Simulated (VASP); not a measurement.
Computed with PBEsol GGA, VASP's PBE PAW potentials (set 64) (plane waves; VASP).

A VASP calculation is set up with these files.

INCAR:
```
! general
SYSTEM  = Sc(001) slab
PREC    = Normal
ENCUT   = 400
LREAL   = F
LASPH   = T

! electronic loop
EDIFF   = 1E-6
NELM    = 100
NELMIN  = 4
ALGO    = Normal
LMAXMIX = 4

! smearing
ISMEAR  = 1
SIGMA   = 0.1

! functional
GGA     = PS

! output
LWAVE   = F
LCHARG  = F
LORBIT  = 11
LVHAR   = T

! other
LDIPOL  = T
IDIPOL  = 3
DIPOL   = 0.5 0.5 0.5
```

### POSCAR
```
Sc(001) slab
3.2773580
  0.9999998706   0.0000000000   0.0000000000
 -0.4999999353   0.8660252656   0.0000000000
  0.0000000000   0.0000000000   7.5181479466
Sc
4
Cart
  0.5000004353   0.2886747999   3.3640891891
 -0.0000005000   0.5773504657   2.6066921673
  0.5000004353   0.2886747999   4.9114557793
 -0.0000005000   0.5773504657   4.1540587575
```

KPOINTS:
```
Automatic mesh
0
Gamma
10 10 1
0 0 0
```

POTCAR, in this order: Sc_sv (PBE.64 set). Program: vasp_std. Read from the step before: WAVECAR.

The run wrote:

**OSZICAR**
```
       N       E                     dE             d eps       ncg     rms          rms(c)
DAV:   1    -0.248073238348E+02   -0.24807E+02   -0.12283E-02  1232   0.508E-01    0.251E-01
DAV:   2    -0.248556039927E+02   -0.48280E-01   -0.31326E-01  1216   0.267E+00    0.138E+00
DAV:   3    -0.248040221583E+02    0.51582E-01   -0.21366E-01  1232   0.210E+00    0.482E-02
DAV:   4    -0.248046541992E+02   -0.63204E-03   -0.51322E-03  1102   0.402E-01    0.385E-02
DAV:   5    -0.248046341495E+02    0.20050E-04   -0.28415E-04   944   0.825E-02    0.209E-02
DAV:   6    -0.248046232411E+02    0.10908E-04   -0.44868E-05   768   0.343E-02    0.102E-02
DAV:   7    -0.248046206808E+02    0.25603E-05   -0.77182E-06   760   0.163E-02    0.528E-03
DAV:   8    -0.248046212773E+02   -0.59647E-06   -0.35970E-06   744   0.134E-02
   1 F= -.24804621E+02 E0= -.24804228E+02  d E =-.117960E-02
```

File OUTCAR:
```
------------------------ aborting loop because EDIFF is reached ----------------------------------------
  FORCE on cell =-STRESS in cart. coord.  units (eV):
  Direction    XX          YY          ZZ          XY          YZ          ZX
  --------------------------------------------------------------------------------------
  Total       -0.9271415     -0.9271415     -0.3242814      0.0000000      0.0000000      0.0000000
  in kB       -6.4810234     -6.4810230     -2.2668330      0.0000000      0.0000000      0.0000000
  external PRESSURE =      -5.0762931 kB  Pullay stress =       0.0000000 kB
  volume of cell :      229.20
      direct lattice vectors                 reciprocal lattice vectors
     3.277357576  0.000000000  0.000000000     0.305123862  0.176163349  0.000000000
    -1.638678788  2.838274832  0.000000000     0.000000000  0.352326698  0.000000000
     0.000000000  0.000000000 24.639662318     0.000000000  0.000000000  0.040584972
 POSITION                                       TOTAL-FORCE (eV/Angst)
 -----------------------------------------------------------------------------------
      1.63868      0.94609     11.02532        -0.000000      0.000000      0.019902
     -0.00000      1.89218      8.54306        -0.000000      0.000000      0.025971
      1.63868      0.94609     16.09660         0.000000     -0.000000     -0.025971
     -0.00000      1.89218     13.61434         0.000000     -0.000000     -0.019902
 -----------------------------------------------------------------------------------
    total drift:                                0.000000      0.000000      0.000000
  FREE ENERGIE OF THE ION-ELECTRON SYSTEM (eV)
  ---------------------------------------------------
  free  energy   TOTEN  =       -24.8046212773 eV

  energy  without entropy=      -24.8034416790  energy(sigma->0) =      -24.80422808

 total charge

# of ion       s       p       d       tot
------------------------------------------
    1        2.281   6.117   1.025   9.423
    2        2.294   6.064   1.036   9.394
    3        2.294   6.064   1.036   9.394
    4        2.281   6.117   1.025   9.423
--------------------------------------------------
tot          9.150  24.362   4.121  37.633
```
(Selected blocks of OUTCAR.)

The cell is a thin slab with vacuum, built from Sc (hcp): (001) face.
